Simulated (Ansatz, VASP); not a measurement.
## Be2GeN2: VASP beside Ansatz

INCAR

```
SYSTEM = Be2GeN2
PREC     = Accurate       ! precision mode
ENCUT    = 520            ! plane-wave cutoff, eV
EDIFF    = 1E-6           ! SCF threshold, eV
ISMEAR   = 0              ! smearing method
SIGMA    = 0.1            ! smearing width, eV
LREAL    = .FALSE.        ! projectors in reciprocal space
LASPH    = .TRUE.         ! aspherical terms in the spheres
NELM     = 100            ! most SCF steps
ALGO     = Normal         ! electronic algorithm
ISIF     = 2              ! what is computed and relaxed
LWAVE    = .FALSE.        ! write WAVECAR
LCHARG   = .FALSE.        ! write CHGCAR
GGA      = PE             ! functional
NBANDS   = 22             ! bands
```

Contents of KPOINTS:

```
regular mesh
0
G
  6 6 4
  0 0 0
```

File POSCAR:

```
Be2GeN2
1.0
    3.1572570500      0.0000000000      0.0000000000
    0.0000000000      3.1572570500      0.0000000000
    0.0000000000      0.0000000000      4.4650357400
Be Ge N
2 1 2
Direct
    0.0000000000      0.0000000000      0.5000000000
    0.5000000000      0.5000000000      0.0000000000
    0.0000000000      0.0000000000      0.0000000000
    0.5000000000      0.0000000000      0.7500000000
    0.0000000000      0.5000000000      0.2500000000
```

Input for Ansatz:

```yaml
crystal:
  lattice:
    - [3.15725705, 0.0, 0.0]
    - [0.0, 3.15725705, 0.0]
    - [0.0, 0.0, 4.46503574]
  atoms:
    - { symbol: Be, position: [0.0, 0.0, 0.5] }
    - { symbol: Be, position: [0.5, 0.5, 0.0] }
    - { symbol: Ge, position: [0.0, 0.0, 0.0] }
    - { symbol: "N", position: [0.5, 0.0, 0.75] }
    - { symbol: "N", position: [0.0, 0.5, 0.25] }
basis:
  ecutwfc: 420
kpoints:
  mp_grid: { grid: [6, 6, 4] }
hamiltonian:
  xc: pbe
scf:
  occupations: { method: gaussian, width: 0.1 }
  lower_state_search: "off"
output:
  forces: true
  stress: true
  eigenvalues: true
```

Change from the starting cell: ordered mixture with vacancies on the cation sites of antifluorite (P-4m2, No. 115).

Alike in both runs: task single point; functional PBE; k mesh 6 × 6 × 4; occupations gaussian, width 0.1 eV; no spin polarisation.

|  | VASP | Ansatz |
| --- | --- | --- |
| version | VASP 6.6.1 | Ansatz 0.2.0 |
| potentials or method | VASP PAW PBE potentials, release 64 (Be, Ge_d, N) | scalar-relativistic, plane waves, PAW |
| plane-wave cutoff (eV) | 520 | 420 |
| valence electrons in the cell | 28 | 28 |

Ansatz gave:

| Item | Value |
| --- | --- |
| gap on the k mesh at the Fermi level (eV) | none |
| rms of the force components (eV/Å) | 0.546 |

Estimate VASP's values.

gap on the k mesh at the Fermi level (eV): none; rms of the force components (eV/Å): 0.551.

Atom by atom the forces differ by 0.005 eV/Å (rms over components). A gap of «none» marks a metal or a gap that the smearing closes.

Caveats: forces of over 1 eV/Å show positions far from the minimum, so gaps and moduli don't describe the material at rest.
